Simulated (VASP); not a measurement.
Consider the following.

```yaml
crystal:
  lattice:
    - [7.24888, 0.00000, 0.00000]
    - [0.00000, 7.24888, 0.00000]
    - [0.00000, 0.00000, 7.24888]
  atoms:
    - { symbol: B, position: [0.50230, 0.00286, 0.00292] }
    - { symbol: B, position: [0.75367, 0.25006, 0.99828] }
    - { symbol: B, position: [0.75559, 0.99820, 0.25044] }
    - { symbol: B, position: [0.00353, 0.00174, 0.00128] }
    - { symbol: B, position: [0.25322, 0.25195, 0.00293] }
    - { symbol: B, position: [0.50039, 0.50330, 0.99831] }
    - { symbol: B, position: [0.75410, 0.75280, 0.99802] }
    - { symbol: B, position: [0.25292, 0.00259, 0.25251] }
    - { symbol: B, position: [0.76845, 0.51804, 0.23432] }
    - { symbol: B, position: [0.50037, 0.99690, 0.50685] }
    - { symbol: B, position: [0.75851, 0.23538, 0.50293] }
    - { symbol: B, position: [0.75323, 0.99900, 0.75296] }
    - { symbol: B, position: [0.00318, 0.50374, 0.99803] }
    - { symbol: B, position: [0.25210, 0.75320, 0.00127] }
    - { symbol: B, position: [0.00434, 0.25036, 0.25305] }
    - { symbol: B, position: [0.24855, 0.50521, 0.25046] }
    - { symbol: B, position: [0.50074, 0.75398, 0.25305] }
    - { symbol: B, position: [0.00328, 0.99834, 0.50312] }
    - { symbol: B, position: [0.24723, 0.25002, 0.50687] }
    - { symbol: B, position: [0.48570, 0.50811, 0.50295] }
    - { symbol: B, position: [0.74935, 0.75032, 0.50062] }
    - { symbol: B, position: [0.25155, 0.00121, 0.75389] }
    - { symbol: B, position: [0.50161, 0.25125, 0.75283] }
    - { symbol: B, position: [0.74913, 0.49880, 0.74795] }
    - { symbol: B, position: [0.00389, 0.75351, 0.24922] }
    - { symbol: B, position: [0.00068, 0.49900, 0.50059] }
    - { symbol: B, position: [0.24869, 0.75293, 0.50318] }
    - { symbol: B, position: [0.00078, 0.24972, 0.75141] }
    - { symbol: B, position: [0.24931, 0.50286, 0.75299] }
    - { symbol: B, position: [0.50008, 0.75045, 0.75142] }
    - { symbol: B, position: [0.00102, 0.75066, 0.75082] }
    - { symbol: N, position: [0.63581, 0.12460, 0.12458] }
    - { symbol: N, position: [0.87652, 0.37620, 0.12717] }
    - { symbol: N, position: [0.88183, 0.12137, 0.37623] }
    - { symbol: N, position: [0.12866, 0.12731, 0.12745] }
    - { symbol: N, position: [0.37496, 0.38547, 0.12459] }
    - { symbol: N, position: [0.62657, 0.62614, 0.12717] }
    - { symbol: N, position: [0.87855, 0.87494, 0.12526] }
    - { symbol: N, position: [0.37299, 0.12264, 0.38876] }
    - { symbol: N, position: [0.87460, 0.62422, 0.37550] }
    - { symbol: N, position: [0.62611, 0.12306, 0.62858] }
    - { symbol: N, position: [0.87288, 0.37381, 0.62168] }
    - { symbol: N, position: [0.87811, 0.12595, 0.87591] }
    - { symbol: N, position: [0.12534, 0.62819, 0.12527] }
    - { symbol: N, position: [0.37770, 0.87826, 0.12745] }
    - { symbol: N, position: [0.12657, 0.37620, 0.37679] }
    - { symbol: N, position: [0.37171, 0.63147, 0.37625] }
    - { symbol: N, position: [0.62655, 0.87618, 0.37679] }
    - { symbol: N, position: [0.12485, 0.12507, 0.62934] }
    - { symbol: N, position: [0.37338, 0.37576, 0.62864] }
    - { symbol: N, position: [0.62412, 0.62252, 0.62171] }
    - { symbol: N, position: [0.87590, 0.87412, 0.62633] }
    - { symbol: N, position: [0.37753, 0.12715, 0.87827] }
    - { symbol: N, position: [0.62644, 0.37609, 0.87584] }
    - { symbol: N, position: [0.87552, 0.62515, 0.87419] }
    - { symbol: N, position: [0.12612, 0.87574, 0.37726] }
    - { symbol: N, position: [0.12448, 0.62553, 0.62634] }
    - { symbol: N, position: [0.37544, 0.87450, 0.62937] }
    - { symbol: N, position: [0.12521, 0.37640, 0.87670] }
    - { symbol: N, position: [0.37630, 0.62776, 0.87595] }
    - { symbol: N, position: [0.62676, 0.87484, 0.87670] }
    - { symbol: N, position: [0.12665, 0.87627, 0.87699] }
    - { symbol: Si, position: [0.53299, 0.28264, 0.29247] }
```
Cell charge +1.

Computed with PBE GGA, VASP's PBE PAW potentials (set 64) (plane waves; VASP). Settings: PREC = Normal, LREAL = Auto, ISYM = 0, NELECT = 251.0, 400 eV cut-off, 1×1×1 Γ-centred mesh, Gaussian smearing of 0.050 eV, potentials B N Si. Starting moments (MAGMOM): 63*0.0159. The cell's moment is fixed (NUPDOWN = 1).

At this cut-off the stress carries a Pulay error, which pulls relaxed volumes low. The cell is charged, with a uniform compensating background.  The supercell is sampled at Γ alone, which is coarse: total energies, pressure and levels can be off, energies of defects by several tenths of an eV.

Task: Predict the cell moment, energy per atom (σ→0), pressure.

Result: 
```
Property                       Result
---------------------  --------------
cell moment                   1.00 μB
energy per atom (σ→0)  -8.707 eV/atom
pressure                    -6.53 GPa
```

Task: Give the moment on each site (PAW-sphere projection).

Result: 
```tsv
site	moment (μB)
B1	0.00
B2	0.00
B3	0.00
B4	0.00
B5	0.00
B6	0.00
B7	0.00
B8	0.00
B9	-0.01
B10	0.00
B11	0.16
B12	0.01
B13	0.00
B14	0.00
B15	0.00
B16	0.00
B17	0.00
B18	0.01
B19	0.00
B20	0.16
B21	0.00
B22	0.00
B23	0.00
B24	0.00
B25	0.00
B26	0.00
B27	0.01
B28	0.00
B29	0.01
B30	0.00
B31	0.00
N32	0.02
N33	0.00
N34	0.03
N35	0.00
N36	0.02
N37	0.00
N38	0.00
N39	0.00
N40	0.00
N41	0.01
N42	0.00
N43	0.00
N44	0.00
N45	0.00
N46	0.00
N47	0.03
N48	0.00
N49	0.00
N50	0.01
N51	0.00
N52	0.00
N53	0.00
N54	0.00
N55	0.00
N56	0.01
N57	0.00
N58	0.00
N59	0.01
N60	0.00
N61	0.01
N62	0.00
Si63	0.06
```

The absolute energy has meaning only against runs of the same code, potentials and settings.

The cell is a supercell with a defect, built from BN (zinc blende): Si_N-vac_B, charge +1.
